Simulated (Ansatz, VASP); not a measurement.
## One calculation of LiSi2N2, two programs

The input INCAR:

```
SYSTEM = LiSi2N2
ALGO = Normal
EDIFF = 1E-6
ENCUT = 520
GGA = PE
ISIF = 2
ISMEAR = 0
LASPH = .TRUE.
LCHARG = .TRUE.
LELF = .TRUE.
LREAL = .FALSE.
LVHAR = .TRUE.
LWAVE = .FALSE.
NBANDS = 32
NELM = 100
PREC = Accurate
SIGMA = 0.1
```

KPOINTS

```
k-points
0
G
  4 6 2
  0 0 0
```

File POSCAR:

```
LiSi2N2
1.0
    4.9329838302      0.0000000000      0.0000000000
    0.0000000000      2.8865119439      0.0000000000
   -0.2365608252      0.0000000000      8.5466169005
Li Si N
2 4 4
Direct
    0.4658396280      0.5000000000      0.0269511472
    0.0140611938      0.0000000000      0.0049241741
    0.8193249891      0.5000000000      0.2778398100
    0.3207611791      0.0000000000      0.2743641907
    0.6764718499      0.0000000000      0.5992903790
    0.1841361395      0.5000000000      0.7482652666
    0.8470669810      0.5000000000      0.6554510236
    0.3560916516      0.0000000000      0.6767626517
    0.6587700950      0.0000000000      0.3830846833
    0.1574762930      0.5000000000      0.3530666738
```

Input for Ansatz:

```yaml
crystal:
  lattice:
    - [4.9329838302, 0.0, 0.0]
    - [0.0, 2.8865119439, 0.0]
    - [-0.2365608252, 0.0, 8.5466169005]
  atoms:
    - { symbol: Li, position: [0.465839628, 0.5, 0.0269511472] }
    - { symbol: Li, position: [0.0140611938, 0.0, 0.0049241741] }
    - { symbol: Si, position: [0.8193249891, 0.5, 0.27783981] }
    - { symbol: Si, position: [0.3207611791, 0.0, 0.2743641907] }
    - { symbol: Si, position: [0.6764718499, 0.0, 0.599290379] }
    - { symbol: Si, position: [0.1841361395, 0.5, 0.7482652666] }
    - { symbol: "N", position: [0.847066981, 0.5, 0.6554510236] }
    - { symbol: "N", position: [0.3560916516, 0.0, 0.6767626517] }
    - { symbol: "N", position: [0.658770095, 0.0, 0.3830846833] }
    - { symbol: "N", position: [0.157476293, 0.5, 0.3530666738] }
basis:
  ecutwfc: 420
kpoints:
  mp_grid: { grid: [4, 6, 2] }
hamiltonian:
  xc: pbe
scf:
  occupations: { method: gaussian, width: 0.1 }
  lower_state_search: "off"
output:
  forces: true
  stress: true
  eigenvalues: true
```

Change from the starting cell: the structure that the rattled cell fell into.

Alike in both runs: task single point; functional PBE; k mesh 4 × 6 × 2; occupations gaussian, width 0.1 eV; no spin polarisation.

|  | VASP | Ansatz |
| --- | --- | --- |
| version | VASP 6.6.1 | Ansatz 0.2.0 |
| potentials or method | VASP PAW PBE potentials, release 64 (Li_sv, Si, N) | scalar-relativistic, plane waves, PAW |
| plane-wave cutoff (eV) | 520 | 420 |
| valence electrons in the cell | 42 | 42 |

VASP gave:

```
gap on the k mesh at the Fermi level (eV) : 0.18
least direct gap on the mesh (eV)         : 0.69
rms of the force components (eV/Å)        : 0.018
```

What did Ansatz give for the same quantities?

gap on the k mesh at the Fermi level (eV): 0.18; least direct gap on the mesh (eV): 0.69; rms of the force components (eV/Å): 0.016.

Atom by atom the forces differ by 0.008 eV/Å (rms over components). The functional is the same, so the differences come from potentials, cutoffs and numerics.
